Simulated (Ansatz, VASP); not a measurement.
**SnH5CN2Cl3 (CH(NH2)2SnCl3): VASP beside Ansatz**

Aim: how closely do two programs agree when they are given the same cell, functional and k mesh? The cell is generated by rule, not measured, and may not be a known phase. The cell is taken from a series of runs on this material, whose earlier steps may have relaxed, scaled, displaced or heated it; both programs get it as it stands.

Program: Ansatz 0.2.0. Level of theory: plane waves, with VASP 6.6.1 beside it; single point at HSE06. Results are calculated unless marked as measured.

The structure was built from a prototype and need not be the compound's stable phase.

## Step 1: The structure

The cell holds 12 atoms: 1 C, 5 H, 2 N, 1 Sn and 3 Cl. Its edges and angles: a = 5.776 Å, b = 5.910 Å, c = 5.774 Å, α = 91.2°, β = 79.2°, γ = 88.9°. It derives from C1Cl3H5N2Sn1.

## Step 2: Ansatz: single point, HSE06

Ansatz runs on its PAW soft_1 files.

With cell and atoms fixed, the geometry can't cause a difference; cores, projectors, grids and the points listed under the comparison can.

Input file input.yaml:

```yaml
crystal:
  lattice:
    - [5.7495448321, 0.0614553157, 0.5447128158]
    - [0.0614553157, 5.9088202652, -0.0666377089]
    - [0.5447128158, -0.0666377089, 5.7481586069]
  atoms:
    - { symbol: C, position: [-0.0189059328, 0.9436820466, 0.0178882993] }
    - { symbol: H, position: [-0.0737775816, 0.7742508549, 0.0712310994] }
    - { symbol: "N", position: [0.8814618376, 0.0396557453, 0.8574399153] }
    - { symbol: "N", position: [0.1418197887, 0.0378510038, 0.1189453882] }
    - { symbol: H, position: [0.7615626863, 0.9546566502, -0.2185394962] }
    - { symbol: H, position: [0.2164826987, 0.9514571223, 0.2385203937] }
    - { symbol: H, position: [0.9296576348, 0.1951346974, 0.7904406074] }
    - { symbol: H, position: [0.2101028628, 0.1931330491, 1.0718434576] }
    - { symbol: Sn, position: [0.4856819093, 0.4914066488, 0.5142706067] }
    - { symbol: Cl, position: [0.4386582902, 0.5018149019, -0.0293362885] }
    - { symbol: Cl, position: [0.496771532, -0.070419092, 0.5038700487] }
    - { symbol: Cl, position: [0.0293323699, 0.5028959437, 0.5604372443] }
kpoints:
  mp_grid: { grid: [4, 4, 4] }
  band_path:
    path: [[0.0, 0.0, 0.0], [0.5, 0.0, 0.0], [0.5, 0.5, 0.0], [0.5, 0.5, 0.5]]
    npoints: 1
hamiltonian:
  xc: hse06
  pseudopotentials: { kind: paw, azcp: { folder: soft_1 } }
scf:
  occupations: { method: fixed }
  n_extra_bands: 8
output:
  eigenvalues: true
  write_density: true
  write_potential: true
  elf: true
  volumetric_format: npy
```

Command:

```sh
$ ansatz run input.yaml --threads 2 --pin off --max-ram 92160MiB --backend cuda --events-out ev --progress --plain --runs-dir out --devices 1 --max-vram 13GiB
```

Numbers of over 12 decimals in the logs are rounded to 6 here.

The log of the run:

```text
scf.n_extra_bands = 8 over 27 filled bands (N_el = 54.0): the run solves 35 bands
GPUs: using 1 of 1 available (devices: 1).
Engine: ansatz 0.2.0, x86_64-unknown-linux-gnu
Pseudopotentials: kind: paw
Pseudopotential: C, paw, valence charge 4, recommended cutoff 420 eV (normal), soft_1/C.paw.azcp
Pseudopotential: H, paw, valence charge 1, recommended cutoff 420 eV (normal), soft_1/H.paw.azcp
Pseudopotential: N, paw, valence charge 5, recommended cutoff 420 eV (normal), soft_1/N.paw.azcp
Pseudopotential: Sn, paw, valence charge 14, recommended cutoff 420 eV (normal), soft_1/Sn.paw.azcp
Pseudopotential: Cl, paw, valence charge 7, recommended cutoff 420 eV (normal), soft_1/Cl.paw.azcp
Functional definition: HSE06
  parameter a = 0.25
  parameter omega = 0.11/bohr
  exchange = pbe_x - a*pbe_x_sr(omega) + a*exact_x_sr(omega)
  correlation = pbe_c
davidson cushion auto → on  (no smearing: the cushion is to keep the highest requested band from converging to the state above it; pin scf.eigensolver.cushion to override)
device memory: the entry about to start is reckoned to put 1.6 GiB on a device that reports 48.0 GiB free (of which the cap on the GPU budget leaves the run 13.0 GiB)
GPU FFT provider: cuFFT
GPU libraries: cuBLAS 13.8.2, cuFFT 12.4.0, cuSOLVER 12.3.4
Crystal: 12 atoms, lattice volume = 193.477 Å³
Basis set: ecut = 420 eV, 3783 PW (Γ)
Bands: 35, of which v1, the nominal top of the filled ones, is band 27 counted from 1 (26 counted from 0)
Symmetry: 1 space group operations
Space group: P1 (ITA 1), of the structure as read, at distance tolerance 5.8e-5 Å
k-points: 36 of 64 (time reversal used)
Non-local potential: C, projectors of the file, l = 0: 2, l = 1: 2, l = 2: 1
Non-local potential: H, projectors of the file, l = 0: 2, l = 1: 1
Non-local potential: N, projectors of the file, l = 0: 2, l = 1: 2, l = 2: 1
Non-local potential: Sn, projectors of the file, l = 0: 2, l = 1: 2, l = 2: 2, l = 3: 1
Non-local potential: Cl, projectors of the file, l = 0: 2, l = 1: 2, l = 2: 1
PAW form: soft (Blöchl's): semilocal exchange-correlation on the pseudo side does not see the compensation charge
PAW frozen core: C, regenerated for the run's functional, and the local potential with it (the file was generated under x = pbe(κ = 0.804, μ = 0.219515), c = pbe(β = 0.066725))
PAW frozen core: N, regenerated for the run's functional, and the local potential with it (the file was generated under x = pbe(κ = 0.804, μ = 0.219515), c = pbe(β = 0.066725))
PAW frozen core: Sn, regenerated for the run's functional, and the local potential with it (the file was generated under x = pbe(κ = 0.804, μ = 0.219515), c = pbe(β = 0.066725))
PAW frozen core: Cl, regenerated for the run's functional, and the local potential with it (the file was generated under x = pbe(κ = 0.804, μ = 0.219515), c = pbe(β = 0.066725))
PAW one-centre angular grid: C, 110 points (default); XC on 64 Gauss nodes
PAW one-centre angular grid: H, 110 points (default); XC on 64 Gauss nodes
PAW one-centre angular grid: N, 110 points (default); XC on 64 Gauss nodes
PAW one-centre angular grid: Sn, 590 points (default); XC on 64 Gauss nodes
PAW one-centre angular grid: Cl, 110 points (default); XC on 64 Gauss nodes
Initial density: superposition of atomic densities (chi_scale 0.1, normalization cell), built separately for each of the 2 bonded fragments (scf.initial_density.interfragment_charge_transfer: auto; true builds it for the cell as a whole; a typed value also counts as a typed key of the start: scf.initial_density.chi_scale says what that changes, if anything)
Initial wavefunctions: pseudopotential atomic-orbital guess
GPU buffer pool allocated for 64000 grid points (all kernels)
GPU transforms: local potential and band sums: pruned to the plane-wave sphere, on 40×40×40
Functional: x = pbe(κ = 0.804, μ = 0.219515), c = pbe(β = 0.066725), warm-up for x = pbe(κ = 0.804, μ = 0.219515) + 0.25 (exact − pbe) at short range (hse, ω = 0.207870 Å⁻¹), c = pbe(β = 0.066725); HSE06 as pw.x's `hse` composes it (authors' and Libxc's form: `xc: wpbeh`)
SCF iter   1: F=—  HF=-10370.710408 eV  |F-HF|=—  |Δ(HF+E_count)|=         —  Δρ=7.28e-2  dr2=9.20e0  ethr=1.00e-1  ⟨swp⟩=5.6  Hψ=4100  notcnv=0
preconditioner: auto → none  [insulator: Δε(μ)=2.394 eV  Ē_g=11.444 eV  n_scr=28 (ndim 8)  ℏωp=16.9 eV  f_vac=0.032]
SCF iter   2: F=—  HF=-10368.052374 eV  |F-HF|=—  |Δ(HF+E_count)|=    2.66e0  Δρ=3.27e-2  dr2=1.14e0  ethr=1.70e-2  ⟨swp⟩=4.4  Hψ=3485  notcnv=0  defer=5
SCF iter   3: F=—  HF=-10367.876698 eV  |F-HF|=—  |Δ(HF+E_count)|=   1.76e-1  Δρ=1.40e-2  dr2=2.21e-1  ethr=2.11e-3  ⟨swp⟩=4.1  Hψ=3434  notcnv=0  defer=6
iter 4 solved again at ethr=3.92e-5 eV; its pass at ethr=4.09e-4 eV (dr2=2.12e-2 eV) is discarded
SCF iter   4: F=—  HF=-10367.854677 eV  |F-HF|=—  |Δ(HF+E_count)|=   2.20e-2  Δρ=3.95e-3  dr2=2.23e-2  ethr=3.92e-5  ⟨swp⟩=3.5  Hψ=6439  notcnv=0  defer=2
SCF iter   5: F=—  HF=-10367.851522 eV  |F-HF|=—  |Δ(HF+E_count)|=   3.15e-3  Δρ=8.68e-4  dr2=1.40e-3  ethr=3.92e-5  ⟨swp⟩=3.9  Hψ=3371  notcnv=0
SCF iter   6: F=-10367.851445 eV  HF=-10367.851440 eV  |F-HF|=5.81e-6  |Δ(HF+E_count)|=   8.20e-5  Δρ=2.19e-4  dr2=7.02e-5  ethr=2.60e-6  ⟨swp⟩=3.9  Hψ=3429  notcnv=0
SCF 1 stopped early in 6 iterations: F = -10367.851445 eV  dr2 = 7.02e-5
[...]
Initial density: handed on by an earlier stage of this run
Initial wavefunctions: those handed on with the density
GPU buffer pool allocated for 64000 grid points (all kernels)
GPU transforms: local potential and band sums: pruned to the plane-wave sphere, on 40×40×40
Functional: x = pbe(κ = 0.804, μ = 0.219515) + 0.25 (exact − pbe) at short range (hse, ω = 0.207870 Å⁻¹), c = pbe(β = 0.066725); HSE06 as pw.x's `hse` composes it (authors' and Libxc's form: `xc: wpbeh`)
Exchange kernel: α = 0.2500, screened, ω = 0.2079 Å⁻¹, Wigner–Seitz truncation, v(0) = 1046.6862 eV·Å³, q-mesh 4×4×4, nearest image of the exchange supercell L = 23.10 Å, pair-density grid 30×30×30, without the augmentation charges, whose exchange is taken in its separable form by FFT convolution over the k-point mesh (sized by the pseudopotential files, 40×40×40 at the most), smooth part of the exact exchange by density-matrix convolution in up to 10.23 GiB of GPU memory as planned if the GPU has room (build and FFT work areas not counted)
Frozen-core exchange: fock
SCF iter   1: F=—  HF=-10373.837707 eV  |F-HF|=—  |Δ(HF+E_count)|=         —  Δρ=5.25e-3  dr2=4.45e-2  ethr=1.30e-6  ⟨swp⟩=9.8  Hψ=7074  notcnv=0
preconditioner: auto → none  [insulator: Δε(μ)=3.074 eV  Ē_g=13.096 eV  n_scr=28 (ndim 8)  ℏωp=16.9 eV  f_vac=0.094]
SCF iter   2: F=—  HF=-10373.822492 eV  |F-HF|=—  |Δ(HF+E_count)|=   1.52e-2  Δρ=1.78e-3  dr2=4.57e-3  ethr=1.30e-6  ⟨swp⟩=5.1  Hψ=5466  notcnv=0
SCF iter   3: F=—  HF=-10373.835096 eV  |F-HF|=—  |Δ(HF+E_count)|=   1.26e-2  Δρ=1.03e-3  dr2=1.80e-3  ethr=1.30e-6  ⟨swp⟩=5.1  Hψ=4570  notcnv=0
SCF iter   4: F=—  HF=-10373.834481 eV  |F-HF|=—  |Δ(HF+E_count)|=   6.15e-4  Δρ=1.57e-4  dr2=6.83e-5  ethr=1.30e-6  ⟨swp⟩=3.3  Hψ=3540  notcnv=0
SCF iter   5: F=—  HF=-10373.834692 eV  |F-HF|=—  |Δ(HF+E_count)|=   2.11e-4  Δρ=1.29e-4  dr2=3.22e-5  ethr=5.39e-8  ⟨swp⟩=5.8  Hψ=4445  notcnv=0  defer=3
SCF iter   6: F=-10373.834683 eV  HF=-10373.834684 eV  |F-HF|=1.08e-6  |Δ(HF+E_count)|=   8.38e-6  Δρ=2.89e-5  dr2=4.50e-6  ethr=5.39e-8  ⟨swp⟩=3.0  Hψ=3404  notcnv=0
SCF 2 stopped early in 6 iterations: F = -10373.834683 eV  dr2 = 4.50e-6
  greatest PAW one-centre occupation: 0.993 electrons in one spin orbital (limit 2), on the Sn atom at site 8 (counted from 0), in its partial waves of l = 2
hybrid outer 1: dexx = +1.473e-2 eV, tail = 5.55e-5 eV
GPU FFT provider: cuFFT
GPU libraries: cuBLAS 13.8.2, cuFFT 12.4.0, cuSOLVER 12.3.4
GPU buffer pool allocated for 64000 grid points (all kernels)
GPU transforms: local potential and band sums: pruned to the plane-wave sphere, on 40×40×40
Exchange kernel: α = 0.2500, screened, ω = 0.2079 Å⁻¹, Wigner–Seitz truncation, v(0) = 1046.6862 eV·Å³, q-mesh 4×4×4, nearest image of the exchange supercell L = 23.10 Å, pair-density grid 30×30×30, without the augmentation charges, whose exchange is taken in its separable form by FFT convolution over the k-point mesh (sized by the pseudopotential files, 40×40×40 at the most), smooth part of the exact exchange by density-matrix convolution in up to 10.23 GiB of GPU memory as planned if the GPU has room (build and FFT work areas not counted)
Frozen-core exchange: fock
SCF iter   1: F=—  HF=-10373.834482 eV  |F-HF|=—  |Δ(HF+E_count)|=         —  Δρ=3.64e-5  dr2=2.23e-6  ethr=5.14e-7  ⟨swp⟩=4.5  Hψ=3120  notcnv=0
preconditioner: auto → none  [insulator: Δε(μ)=3.087 eV  Ē_g=13.084 eV  n_scr=28 (ndim 8)  ℏωp=16.9 eV  f_vac=0.101]
iter 2 solved again at ethr=2.20e-10 eV; its pass at ethr=3.02e-9 eV (dr2=1.19e-7 eV) is discarded
SCF iter   2: F=—  HF=-10373.834482 eV  |F-HF|=—  |Δ(HF+E_count)|=   1.35e-7  Δρ=1.36e-5  dr2=2.05e-7  ethr=2.20e-10  ⟨swp⟩=2.1  Hψ=7214  notcnv=0
SCF iter   3: F=—  HF=-10373.834483 eV  |F-HF|=—  |Δ(HF+E_count)|=   6.67e-7  Δρ=8.29e-6  dr2=1.08e-7  ethr=2.19e-10  ⟨swp⟩=7.0  Hψ=4792  notcnv=0  defer=23
SCF iter   4: F=-10373.834483 eV  HF=-10373.834483 eV  |F-HF|=5.11e-9  |Δ(HF+E_count)|=   2.55e-8  Δρ=2.18e-6  dr2=8.82e-9  ethr=1.91e-10  ⟨swp⟩=3.2  Hψ=3342  notcnv=0
SCF 3 converged in 4 iterations: F = -10373.834483 eV  dr2 = 8.82e-9
hybrid outer 2: dexx = +7.506e-7 eV, tail = 2.96e-8 eV, Δε = 2.62e-3 eV (about 8.28e-5 eV left of the loop's levels)
the search or the solves at the SCF's close seem to have found levels that the self-consistency loop had missed (the run counts 2). By its estimate they hold under 1e-12 electrons; where the run keeps them, the occupations were computed again with them
device memory: the entry about to start is reckoned to put 0.8 GiB on a device that reports 48.6 GiB free (of which the cap on the GPU budget leaves the run 13.0 GiB)
NSCF: frozen V_eff on 4 k-points
hybrid SCF converged: 2 outer / 10 inner (+6 warm-up), last move |dexx| = 7.51e-7 eV, tail = 2.96e-8 eV
Stability not checked: this state was not tested for a lower state beside it, because the functional holds exact exchange (a hybrid, or Hartree-Fock), whose exchange loop this test does not read (fock_operator; see scf.lower_state_search)
Free energy (F): -10373.834483 eV
Frozen-core exchange: fock
Harris-Foulkes:  -10373.834483 eV  (|F-HF|=5.11e-9)
Internal energy: -10373.834483 eV  (E = F + TS)
E sigma→0 (E₀):  -10373.834483 eV
Fermi energy:    1.797602 eV
--- Per-component energies (eV) ---
  E_band       = -496.158795
  E_kinetic    = 1037.690091
  E_local      = -3374.537142  (includes V_loc(G=0)·N_el)
  E_nonlocal   = 331.153061
  E_hartree    = 1334.953445
  E_xc         = -526.914959
  E_vxc        = -552.267415  (∫ρ·V_xc dr)
  E_exx        = -127.369672  (= α·E_x^exact, valence–valence)
  E_paw        = -6712.901428  (= ΣΔE_a)
  E_vpaw       = -353.362929  (= ΣTr[D̂ρ^β])
  E_aug_tail   = -0.002584  (compensation charges beyond the density's cutoff)
  E_ewald      = -2335.769210
  E_core_change = -0.136085  (= ΣΔE_core)
  E_smearing   = -0.000000  (= −TS)
  E_closure    = -0.000000  (closes the sum)
  Σ components = -10373.834483   (vs F -10373.834483, Δ=-1.82e-12)
--- Band table (eV; the first three rows and the last of 36) ---
  k-point 0: bands = [... 23 lower, -0.8866, -0.8109, -0.7781, -0.2356, 6.2461, 7.1093, 7.8715, 8.2991, ... 4 higher]
  k-point 1: bands = [... 23 lower, -0.9125, -0.7921, -0.6803, -0.0154, 6.2378, 6.7066, 7.5977, 7.9551, ... 4 higher]
  k-point 2: bands = [... 23 lower, -0.8869, -0.7689, -0.5860, 0.4524, 5.6708, 6.2238, 7.5740, 8.0023, ... 4 higher]
  k-point 35: bands = [... 23 lower, -0.6697, -0.5733, -0.4669, 1.7976, 4.8848, 5.1197, 5.5241, 6.2160, ... 4 higher]
```

(Continued in part 2 of 2.)

[Lines on the potential files, build, host, timing and source positions are cut from VASP's logs without a mark.]

[Logs are printed without paths, hosts, clocks, repeated set-up lines and the standing remarks that a program may print on its own settings, such as how far it seeks lower states.]

[Hosts, paths, dates, database ids (printed as entryN), source tags and the programs' standing remarks are cut or masked in the printed files.]
